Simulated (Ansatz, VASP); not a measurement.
# Tm: VASP beside Ansatz, part 2 of 2

Wanted: the spread between two codes on one cell, functional and k mesh. The cell is taken from a series of runs on this material, whose earlier steps may have relaxed, scaled, displaced or heated it; both programs get it as it stands.

VASP 6.6.1 and Ansatz 0.2.0.

So far: The starting structure; Ansatz: single point, PBE, DFT+U.

In doubt: a part-filled 4f shell, where there is one, can sit in one of many states, so energies may not be the lowest and differences between runs may mislead; derivatives with an open 4f shell can jump between states, which bears on forces and vibrations.

### Step 3. VASP: single point, PBE, DFT+U

Level of this step: PBE, DFT+U (Tm f 6 eV), spin-polarised from a ferromagnetic start; plane waves and PAW (Tm) (VASP).

The same cell, functional, mesh and smearing now go to VASP, with its own data sets and cutoff.

Lines of VASP's logs that name or quote its potential files are left out, and so is its time.

Input file INCAR:

```
SYSTEM = Tm
PREC = Accurate
ENCUT = 450
EDIFF = 1E-06
NELM = 200
ISMEAR = -1
SIGMA = 0.05
LREAL = .FALSE.
ALGO = All
GGA = PE
NBANDS = 30
ISPIN = 2
MAGMOM = 1.04 1.04
LDAU = .TRUE.
LDAUTYPE = 2
LDAUL = 3
LDAUU = 6
LDAUJ = 0
LDAUPRINT = 1
LASPH = .TRUE.
LMAXMIX = 6
AMIX = 0.2
BMIX = 1E-04
AMIX_MAG = 0.8
BMIX_MAG = 1E-04
LORBIT = 11
LWAVE = .FALSE.
LCHARG = .FALSE.
KPAR = 2
ISIF = 2
```

Input file POSCAR:

```
Tm
1.0
    3.5375000000      0.0000000000      0.0000000000
   -1.7687500000      3.0635648659      0.0000000000
    0.0000000000      0.0000000000      5.5546000000
Tm
2
Direct
    0.6666666667      0.3333333333      0.7500000000
    0.3333333333      0.6666666667      0.2500000000
```

Input file KPOINTS:

```
Automatic mesh
0
Gamma
12 12 8
0 0 0
```

Potentials, in the order of the species: Tm (PBE family, release 64).

Started as:

```bash
mpirun -np 2 vasp_std
```

Numbers of over 12 decimals in the logs are rounded to 6 here.

What it wrote:

```text
[banner, memory and clock lines left out]
running    2 mpi-ranks, on    1 nodes
 distrk:  each k-point on    1 cores,    2 groups
 distr:  one band on    1 cores,    1 groups

 POSCAR found type information on POSCAR Tm
 POSCAR found :  1 types and       2 ions
 LDA part: xc-table for (Slater+PW92), standard interpolation
 POSCAR, INCAR and KPOINTS ok, starting setup
 FFT: planning ... GRIDC
 FFT: planning ... GRID_SOFT
 FFT: planning ... GRID
 WAVECAR not read
 entering main loop
       N       E                     dE             d eps       ncg     rms           ort
DAV:   1     0.298126898457E+03    0.29813E+03   -0.15721E+04  2850   0.955E+03
DAV:   2     0.594420784509E+02   -0.23868E+03   -0.22527E+03  2850   0.797E+02
DAV:   3     0.800132188999E+01   -0.51441E+02   -0.50484E+02  2850   0.201E+02
DAV:   4    -0.195099924079E+01   -0.99523E+01   -0.98575E+01  2850   0.799E+01
DAV:   5    -0.377470726211E+01   -0.18237E+01   -0.18181E+01  2850   0.438E+01
SDA:   6     0.314642828995E+02    0.35239E+02   -0.18181E+01  2850   0.649E+03   0.000E+00
 gam= 0.000 g(H,U,f)=  0.609E+03 0.394E+02 0.105E+00 ort(H,U,f) = 0.000E+00 0.000E+00 0.000E+00
 gam= 0.000 trial= 0.400  step=  0.0378 mean=  0.4000
  continued last = 0.119  step=  0.0640 harm=  0.0608 4th-ord=  0.0640
  continued last = 0.053  step=  0.0664 harm=  0.0951 4th-ord=  0.0664
  continued last = 0.079  step=  0.0704 harm=  0.0689 4th-ord=  0.0704 spline=  0.0704
  steps along line     -0.40000E-04   0.40000E-04   0.40000E+00   0.11852E+00   0.52675E-01   0.79012E-01
  energies along line   0.25943E-01  -0.25943E-01   0.11128E+04  -0.20003E+01  -0.24704E+02  -0.26335E+02
CGA:   7     0.427700941031E+01   -0.27187E+02   -0.26998E+02  2850   0.261E+02  -0.160E+02
 gam= 0.040 g(H,U,f)=  0.191E+02 0.336E+01 0.358E+01 ort(H,U,f) =-0.669E+02 0.238E+02 0.271E+02
 gam= 0.040 trial= 0.367  step=  0.2133 mean=  0.3670
CGA:   8     0.177290826294E+01   -0.25041E+01   -0.27131E+01  2850   0.546E+02   0.288E+00
 gam= 2.094 g(H,U,f)=  0.281E+02 0.131E+02 0.134E+02 ort(H,U,f) =-0.196E+02 0.100E+02 0.985E+01
 gam= 2.094 trial= 0.352  step=  0.0387 mean=  0.3517
  continued last = 0.104  step=  0.0638 harm=  0.0625 4th-ord=  0.0638
  continued last = 0.069  step=  0.0637 harm=  0.0611 4th-ord=  0.0637
  continued last = 0.046  step=  0.0673 harm=  0.0644 4th-ord=  0.0658 spline=  0.0673
  steps along line     -0.35167E-04   0.35167E-04   0.35167E+00   0.10420E+00   0.69465E-01   0.46310E-01
  energies along line   0.19418E-02  -0.19418E-02   0.68914E+02  -0.95366E+00  -0.18661E+01  -0.16900E+01
CGA:   9    -0.980488868499E-01   -0.18710E+01   -0.18681E+01  2850   0.531E+01  -0.103E+01
 gam= 0.097 g(H,U,f)=  0.510E+01 0.135E+00 0.684E-01 ort(H,U,f) =-0.584E+01 0.273E+01 0.208E+01
 gam= 0.097 trial= 0.323  step=  0.0948 mean=  0.3232
  continued last = 0.096  step=  0.0996 harm=  0.1012 4th-ord=  0.0996
  steps along line     -0.32323E-04   0.32323E-04   0.32323E+00   0.95771E-01
  energies along line   0.16826E-03  -0.16826E-03   0.11851E+01  -0.26254E+00
CGA:  10    -0.360933364815E+00   -0.26288E+00   -0.26294E+00  2850   0.359E+01  -0.192E-01
 gam= 0.677 g(H,U,f)=  0.266E+01 0.547E+00 0.389E+00 ort(H,U,f) = 0.137E+01-0.735E+00-0.655E+00
 gam= 0.677 trial= 0.301  step=  0.1194 mean=  0.3009
CGA:  11    -0.568753450530E+00   -0.20782E+00   -0.21374E+00  2850   0.235E+01  -0.667E-01
 gam= 0.653 g(H,U,f)=  0.180E+01 0.391E+00 0.156E+00 ort(H,U,f) =-0.519E+00 0.335E+00 0.117E+00
 gam= 0.653 trial= 0.283  step=  0.2641 mean=  0.2827
CGA:  12    -0.875937812865E+00   -0.30718E+00   -0.30403E+00  2850   0.616E+01  -0.148E+00
 gam= 2.624 g(H,U,f)=  0.307E+01 0.172E+01 0.136E+01 ort(H,U,f) =-0.186E+01 0.993E+00 0.721E+00
 gam= 2.624 trial= 0.281  step=  0.0833 mean=  0.2809
CGA:  13    -0.115070816143E+01   -0.27477E+00   -0.24027E+00  2850   0.897E+01   0.274E+00
 gam= 1.458 g(H,U,f)=  0.517E+01 0.183E+01 0.197E+01 ort(H,U,f) =-0.507E+01 0.261E+01 0.274E+01
 gam= 1.458 trial= 0.261  step=  0.0674 mean=  0.2611
  continued last = 0.077  step=  0.0674 harm=  0.0674 4th-ord=  0.0674
  steps along line     -0.26111E-04   0.26111E-04   0.26111E+00   0.77365E-01
  energies along line   0.24474E-03  -0.24474E-03   0.22909E+01  -0.30904E+00
CGA:  14    -0.146392222491E+01   -0.31321E+00   -0.31592E+00  2850   0.134E+02   0.196E+00
 gam= 1.489 g(H,U,f)=  0.794E+01 0.318E+01 0.224E+01 ort(H,U,f) =-0.482E+01 0.219E+01 0.282E+01
 gam= 1.489 trial= 0.242  step=  0.0598 mean=  0.2417
  continued last = 0.072  step=  0.0501 harm=  0.0499 4th-ord=  0.0501
  continued last = 0.048  step=  0.0500 harm=  0.0503 4th-ord=  0.0500
  steps along line     -0.24174E-04   0.24174E-04   0.24174E+00   0.71626E-01   0.47750E-01
  energies along line   0.33003E-03  -0.33003E-03   0.33662E+01  -0.27655E+00  -0.33637E+00
CGA:  15    -0.180091913789E+01   -0.33700E+00   -0.33701E+00  2850   0.139E+02  -0.254E-01
 gam= 1.037 g(H,U,f)=  0.888E+01 0.380E+01 0.118E+01 ort(H,U,f) =-0.296E+01 0.159E+01 0.134E+01
[...]
gam= 1.182 g(H,U,f)=  0.178E-03 0.601E-04 0.136E-03 ort(H,U,f) = 0.864E-04-0.274E-04-0.678E-04
 gam= 1.182 trial= 0.381  step=  0.4396 mean=  0.3814
CGA:  52    -0.457765191268E+01   -0.80155E-04   -0.79958E-04  2850   0.238E-03   0.692E-05
 gam= 0.635 g(H,U,f)=  0.144E-03 0.418E-04 0.515E-04 ort(H,U,f) = 0.686E-04-0.275E-04-0.342E-04
[...]
gam= 1.219 g(H,U,f)=  0.321E-04 0.126E-04 0.213E-04 ort(H,U,f) = 0.118E-04-0.654E-05-0.875E-05
 gam= 1.219 trial= 0.409  step=  0.3736 mean=  0.4092
SDA:  66    -0.457804486293E+01   -0.11495E-04   -0.11543E-04  2850   0.390E-04   0.272E-05
 gam= 0.000 g(H,U,f)=  0.288E-04 0.366E-05 0.647E-05 ort(H,U,f) = 0.117E-04-0.292E-05-0.604E-05
 gam= 0.000 trial= 0.406  step=  0.2443 mean=  0.4057
CGA:  67    -0.457804978860E+01   -0.49257E-05   -0.47573E-05  2850   0.323E-04  -0.210E-05
 gam= 0.828 g(H,U,f)=  0.162E-04 0.613E-05 0.992E-05 ort(H,U,f) = 0.968E-05-0.392E-05-0.786E-05
 gam= 0.828 trial= 0.390  step=  0.4034 mean=  0.3895
CGA:  68    -0.457805595977E+01   -0.61712E-05   -0.61575E-05  2850   0.255E-04   0.192E-05
 gam= 0.789 g(H,U,f)=  0.245E-04 0.337E-06 0.580E-06 ort(H,U,f) = 0.253E-05 0.462E-07-0.658E-06
 gam= 0.789 trial= 0.391  step=  0.5712 mean=  0.3909
CGA:  69    -0.457806373818E+01   -0.77784E-05   -0.77058E-05  2850   0.176E-04   0.804E-06
 gam= 0.693 g(H,U,f)=  0.153E-04 0.674E-06 0.170E-05 ort(H,U,f) = 0.998E-06-0.153E-06-0.412E-07
 gam= 0.693 trial= 0.409  step=  0.4962 mean=  0.4089
CGA:  70    -0.457806818079E+01   -0.44426E-05   -0.45162E-05  2850   0.436E-04  -0.169E-05
 gam= 2.469 g(H,U,f)=  0.173E-04 0.991E-05 0.163E-04 ort(H,U,f) = 0.525E-05-0.203E-05-0.491E-05
 gam= 2.469 trial= 0.418  step=  0.2904 mean=  0.4177
CGA:  71    -0.457807378732E+01   -0.56065E-05   -0.57225E-05  2850   0.187E-04   0.182E-05
 gam= 0.429 g(H,U,f)=  0.178E-04 0.573E-06 0.390E-06 ort(H,U,f) = 0.980E-06 0.179E-06 0.663E-06
 gam= 0.429 trial= 0.405  step=  0.3227 mean=  0.4049
CGA:  72    -0.457807686568E+01   -0.30784E-05   -0.31459E-05  2850   0.269E-04   0.164E-05
 gam= 1.439 g(H,U,f)=  0.121E-04 0.490E-05 0.993E-05 ort(H,U,f) = 0.795E-05-0.308E-05-0.323E-05
 gam= 1.439 trial= 0.397  step=  0.2869 mean=  0.3967
CGA:  73    -0.457808113414E+01   -0.42685E-05   -0.42002E-05  2850   0.141E-04  -0.125E-05
 gam= 0.525 g(H,U,f)=  0.137E-04 0.339E-06 0.699E-07 ort(H,U,f) =-0.746E-06-0.163E-06-0.339E-06
 gam= 0.525 trial= 0.386  step=  0.5820 mean=  0.3857
CGA:  74    -0.457808496960E+01   -0.38355E-05   -0.39257E-05  2850   0.202E-04  -0.920E-06
 gam= 1.431 g(H,U,f)=  0.126E-04 0.293E-05 0.469E-05 ort(H,U,f) = 0.373E-07 0.428E-06-0.139E-05
 gam= 1.431 trial= 0.405  step=  0.2153 mean=  0.4053
CGA:  75    -0.457808689070E+01   -0.19211E-05   -0.20370E-05  2850   0.148E-04   0.122E-05
 gam= 0.733 g(H,U,f)=  0.123E-04 0.895E-06 0.163E-05 ort(H,U,f) = 0.432E-05-0.152E-05-0.158E-05
 gam= 0.733 trial= 0.386  step=  0.4720 mean=  0.3863
CGA:  76    -0.457809058851E+01   -0.36978E-05   -0.37129E-05  2850   0.115E-04  -0.350E-06
 gam= 0.773 g(H,U,f)=  0.877E-05 0.101E-05 0.169E-05 ort(H,U,f) =-0.307E-06-0.487E-06 0.445E-06
 gam= 0.773 trial= 0.395  step=  0.3062 mean=  0.3949
CGA:  77    -0.457809237888E+01   -0.17904E-05   -0.17145E-05  2850   0.186E-04  -0.171E-05
 gam= 1.623 g(H,U,f)=  0.982E-05 0.293E-05 0.585E-05 ort(H,U,f) = 0.327E-05-0.112E-05-0.386E-05
 gam= 1.623 trial= 0.386  step=  0.3933 mean=  0.3860
CGA:  78    -0.457809549400E+01   -0.31151E-05   -0.31151E-05  2850   0.126E-04  -0.951E-08
 gam= 0.679 g(H,U,f)=  0.984E-05 0.869E-06 0.192E-05 ort(H,U,f) = 0.218E-07 0.247E-06-0.279E-06
 gam= 0.679 trial= 0.387  step=  0.1952 mean=  0.3868
CGA:  79    -0.457809662783E+01   -0.11338E-05   -0.12320E-05  2850   0.103E-04   0.103E-05
 gam= 0.814 g(H,U,f)=  0.685E-05 0.152E-05 0.191E-05 ort(H,U,f) = 0.459E-05-0.177E-05-0.180E-05
 gam= 0.814 trial= 0.368  step=  0.4081 mean=  0.3676
CGA:  80    -0.457809888600E+01   -0.22582E-05   -0.22669E-05  2850   0.957E-05  -0.435E-06
 gam= 0.932 g(H,U,f)=  0.859E-05 0.545E-06 0.433E-06 ort(H,U,f) =-0.674E-06 0.367E-07 0.202E-06
 gam= 0.932 trial= 0.372  step=  0.3700 mean=  0.3717
CGA:  81    -0.457810058337E+01   -0.16974E-05   -0.16957E-05  2850   0.167E-04  -0.135E-05
 gam= 1.740 g(H,U,f)=  0.773E-05 0.286E-05 0.606E-05 ort(H,U,f) = 0.206E-05-0.107E-05-0.234E-05
 gam= 1.740 trial= 0.371  step=  0.2022 mean=  0.3715
CGA:  82    -0.457810197464E+01   -0.13913E-05   -0.14456E-05  2850   0.647E-05   0.641E-06
 gam= 0.389 g(H,U,f)=  0.505E-05 0.408E-06 0.101E-05 ort(H,U,f) =-0.618E-06 0.449E-06 0.810E-06
 gam= 0.389 trial= 0.355  step=  0.1722 mean=  0.3546
CGA:  83    -0.457810247304E+01   -0.49841E-06   -0.57856E-06  2850   0.603E-05   0.882E-06
 gam= 0.931 g(H,U,f)=  0.453E-05 0.664E-06 0.835E-06 ort(H,U,f) = 0.258E-05-0.524E-06-0.118E-05
 gam= 0.931 trial= 0.336  step=  0.4388 mean=  0.3363
CGA:  84    -0.457810399030E+01   -0.15173E-05   -0.15020E-05  2850   0.799E-05   0.298E-06
 gam= 1.326 g(H,U,f)=  0.490E-05 0.122E-05 0.187E-05 ort(H,U,f) = 0.608E-06 0.101E-06-0.411E-06
 gam= 1.326 trial= 0.347  step=  0.2002 mean=  0.3466
CGA:  85    -0.457810490598E+01   -0.91568E-06   -0.83928E-06  2850   0.675E-05  -0.104E-05
 gam= 0.844 g(H,U,f)=  0.526E-05 0.457E-06 0.103E-05 ort(H,U,f) = 0.768E-06-0.870E-06-0.940E-06
 gam= 0.844 trial= 0.332  step=  0.3969 mean=  0.3319
CGA:  86    -0.457810606559E+01   -0.11596E-05   -0.11640E-05  2850   0.826E-05  -0.138E-06
 gam= 1.225 g(H,U,f)=  0.492E-05 0.115E-05 0.219E-05 ort(H,U,f) = 0.501E-07-0.507E-06 0.318E-06
 gam= 1.225 trial= 0.338  step=  0.1532 mean=  0.3384
CGA:  87    -0.457810660136E+01   -0.53576E-06   -0.61980E-06  2850   0.474E-05   0.905E-06
 gam= 0.574 g(H,U,f)=  0.444E-05 0.151E-06 0.149E-06 ort(H,U,f) = 0.187E-05-0.347E-06-0.615E-06
 gam= 0.574 trial= 0.320  step=  0.3932 mean=  0.3199
CGA:  88    -0.457810766216E+01   -0.10608E-05   -0.10344E-05  2850   0.899E-05   0.721E-06
 gam= 1.896 g(H,U,f)=  0.392E-05 0.184E-05 0.323E-05 ort(H,U,f) = 0.193E-05-0.120E-06-0.109E-05
 gam= 1.896 trial= 0.327  step=  0.2360 mean=  0.3272
CGA:  89    -0.457810893433E+01   -0.12722E-05   -0.12220E-05  2850   0.564E-05  -0.109E-05
 gam= 0.628 g(H,U,f)=  0.530E-05 0.178E-06 0.168E-06 ort(H,U,f) =-0.516E-06-0.364E-06-0.213E-06
 gam= 0.628 trial= 0.318  step=  0.4515 mean=  0.3181
CGA:  90    -0.457811002312E+01   -0.10888E-05   -0.11190E-05  2850   0.633E-05  -0.458E-06
 gam= 1.122 g(H,U,f)=  0.408E-05 0.870E-06 0.138E-05 ort(H,U,f) =-0.156E-06-0.327E-06 0.251E-07
 gam= 1.122 trial= 0.331  step=  0.1632 mean=  0.3314
CGA:  91    -0.457811043983E+01   -0.41671E-06   -0.47494E-06  2850   0.375E-05   0.693E-06
 gam= 0.591 g(H,U,f)=  0.355E-05 0.796E-07 0.117E-06 ort(H,U,f) = 0.107E-05 0.202E-07-0.397E-06
 gam= 0.591 trial= 0.315  step=  0.4659 mean=  0.3146
 final diagonalization occupied
   1 F= -.45781104E+01 E0= -.45431720E+01  d E =-.698770E-01  mag=     4.0151
```

OUTCAR, selected parts (step 3):

```text
ion  position               nearest neighbor table
   1  0.667  0.333  0.750-   2 3.45   2 3.45   2 3.45   2 3.45   2 3.45   2 3.45
   2  0.333  0.667  0.250-   1 3.45   1 3.45   1 3.45   1 3.45   1 3.45   1 3.45

  LATTYP: Found a hexagonal cell.
 ALAT       =     3.5375000000
 C/A-ratio  =     1.5702049470

 Subroutine GETGRP returns: Found 24 space group operations
 (whereof 12 operations were pure point group operations)

The static configuration has the point symmetry D_3d.
 The point group associated with its full space group is D_6h.

 Found     95 irreducible k-points:

   k-points           NKPTS =     95   k-points in BZ     NKDIM =     95   number of bands    NBANDS=     30

   dimension x,y,z NGX =    24 NGY =   24 NGZ =   40
   dimension x,y,z NGXF=    48 NGYF=   48 NGZF=   80

   ENCUT  =  450.0 eV  33.07 Ry    5.75 a.u.   6.12  6.12  9.61*2*pi/ulx,y,z

   NELECT =      46.0000    total number of electrons

 k-points in reciprocal lattice and weights: Automatic mesh
   0.00000000  0.00000000  0.00000000       0.001
   0.08333333  0.00000000  0.00000000       0.005
   0.16666667 -0.00000000  0.00000000       0.005
   0.25000000  0.00000000  0.00000000       0.005
   0.33333333  0.00000000  0.00000000       0.005
   0.41666667 -0.00000000  0.00000000       0.005
   0.50000000  0.00000000  0.00000000       0.003
   0.08333333  0.08333333  0.00000000       0.005
   0.16666667  0.08333333  0.00000000       0.010
[...]
o =  0.9976  v =  0.0000 -0.1863  0.0000  0.0000 -0.0000  0.9825 -0.0000  0.0000  0.0000  0.0000  0.0000  0.0000  0.0000  0.0000      0.0000  0.0000  0.0000  0.0000  0.0000  0.0000  0.0000  0.0000  0.0000  0.0000  0.0000  0.0000  0.0000  0.0000
  o =  0.9976  v =  0.0000  0.9825 -0.0000  0.0000 -0.0000  0.1863  0.0000  0.0000  0.0000  0.0000  0.0000  0.0000  0.0000  0.0000      0.0000  0.0000  0.0000  0.0000  0.0000  0.0000  0.0000  0.0000  0.0000  0.0000  0.0000  0.0000  0.0000  0.0000

 average (electrostatic) potential at core
       1 -37.6100       2 -37.6100

 E-fermi :   2.4507

 spin component 1
 k-point     1 :       0.0000    0.0000    0.0000
  band No.  band energies     occupation
    ...
     20      -3.7537      1.00000
     21      -3.7491      1.00000
     22      -3.7079      1.00000
     23      -3.2614      1.00000
     24       0.1645      1.00000
     25       3.2526      0.00000
     26       4.6492      0.00000
     27       4.6829      0.00000
     28       5.1607      0.00000
     29       5.3903      0.00000
    ...

 k-point     2 :       0.0833    0.0000    0.0000
  band No.  band energies     occupation
    ...
     20      -3.7586      1.00000
     21      -3.7543      1.00000
     22      -3.7069      1.00000
     23      -3.0956      1.00000
     24       0.3312      1.00000
     25       3.1120      0.00000
     26       4.2337      0.00000
     27       4.8019      0.00000
     28       5.1649      0.00000
     29       5.5131      0.00000
    ...

 k-point     3 :       0.1667   -0.0000    0.0000
  band No.  band energies     occupation
    ...
     20      -3.7714      1.00000
     21      -3.7675      1.00000
     22      -3.7044      1.00000
     23      -2.6182      1.00000
     24       0.7824      1.00000
     25       2.7535      0.00234
     26       3.5702      0.00000
     27       4.6575      0.00000
     28       5.0635      0.00000
     29       5.2422      0.00000
    ...

 k-point     4 :       0.2500    0.0000    0.0000
  band No.  band energies     occupation
    ...
     21      -3.7632      1.00000
     22      -3.7017      1.00000
     23      -1.8906      1.00000
     24       1.3189      1.00000
     25       2.3122      0.94106
     26       2.9754      0.00003
     27       4.2491      0.00000
     28       4.6114      0.00000
     29       4.8398      0.00000
     30       6.1042      0.00000

 k-point     5 :       0.3333    0.0000    0.0000
  band No.  band energies     occupation
    ...
     21      -3.7492      1.00000
     22      -3.7003      1.00000
     23      -1.0217      1.00000
     24       1.5212      1.00000
     25       1.9134      0.99998
     26       2.5893      0.05888
     27       4.2680      0.00000
     28       4.3034      0.00000
     29       4.5063      0.00000
     30       7.0559      0.00000

 k-point     6 :       0.4167   -0.0000    0.0000
  band No.  band energies     occupation
    ...
     22      -3.7013      1.00000
     23      -0.1891      1.00000
     24       1.3321      1.00000
     25       1.6427      1.00000
     26       2.3272      0.92217
     27       4.0576      0.00000
     28       4.2936      0.00000
     29       4.7527      0.00000
     30       8.1793      0.00000

  Total        0.7700475      0.7700475      1.0969357      0.0000000      0.0000000      0.0000000
  in kB       20.4951827     20.4951827     29.1954677      0.0000000      0.0000000      0.0000000
  external PRESSURE =      23.3952777 kB  Pullay stress =       0.0000000 kB

  energy-cutoff  :      450.00
  volume of cell :       60.20
      direct lattice vectors                 reciprocal lattice vectors
     3.537500000  0.000000000  0.000000000     0.282685512  0.163208557  0.000000000
    -1.768750000  3.063564866  0.000000000     0.000000000  0.326417113  0.000000000
     0.000000000  0.000000000  5.554600000     0.000000000  0.000000000  0.180030965

 POSITION                                       TOTAL-FORCE (eV/Angst)
 -----------------------------------------------------------------------------------
      1.76875      1.02119      4.16595         0.000000     -0.000000      0.000000
     -0.00000      2.04238      1.38865        -0.000000      0.000000      0.000000
 -----------------------------------------------------------------------------------
    total drift:                               -0.000000      0.000000     -0.000000

  FREE ENERGIE OF THE ION-ELECTRON SYSTEM (eV)
  ---------------------------------------------------
  free  energy   TOTEN  =        -4.5781104398 eV

  energy  without entropy=       -4.5082334766  energy(sigma->0) =       -4.54317196

 total charge
# of ion       s       p       d       f       tot
--------------------------------------------------
    1        2.230   5.938   0.561  12.177  20.905
    2        2.230   5.938   0.561  12.177  20.905
--------------------------------------------------
tot          4.459  11.875   1.122  24.354  41.811

 magnetization (x)
# of ion       s       p       d       f       tot
--------------------------------------------------
    1        0.005   0.008   0.077   1.767   1.857
    2        0.005   0.008   0.077   1.767   1.857
--------------------------------------------------
tot          0.009   0.016   0.154   3.535   3.714

[... 6 further parts left out ...]
```

DFT+U on an f shell has many metastable occupations, and no search among them was made.

### Step 4. Side by side

Known differences besides the potentials themselves: VASP starts from the moments at which Ansatz ended; U acts on the PAW sphere in VASP and on atomic orbitals in Ansatz, so only states and trends compare; the cutoff is 420 eV in Ansatz and 450 eV in VASP; site moments are counted in spheres of each program's own size. Total energies have different zeros and are not compared.

Compared:

```
          quantity  Ansatz  VASP  difference
    pressure (GPa)    7.91  2.34       +5.57
 total moment (μB)    2.13  4.02       -1.88
moment on Tm1 (μB)    1.04  1.86       -0.81
moment on Tm2 (μB)    1.04  1.86       -0.81
```

By their total or site moments the two runs ended in different magnetic states; the other differences may follow from that, so they don't measure the programs' precision.

### Step 5. Summary of results

- difference in total moment (single point, PBE, DFT+U): -1.9 μB

**Reading.** The difference in total moment is -1.9 μB (single point, PBE, DFT+U). The runs of the single point, PBE, DFT+U pair ended with unlike moments, so it says little about numerical agreement. What causes the difference of the single point, PBE, DFT+U pair stays open here. How closely two codes agree says nothing of how well the functional describes the real material.

[Lines on the potential files, build, host, timing and source positions are cut from VASP's logs without a mark.]

[Logs are printed without paths, hosts, clocks, repeated set-up lines and the standing remarks that a program may print on its own settings, such as how far it seeks lower states.]

[Hosts, paths, dates, database ids (printed as entryN), source tags and the programs' standing remarks are cut or masked in the printed files.]
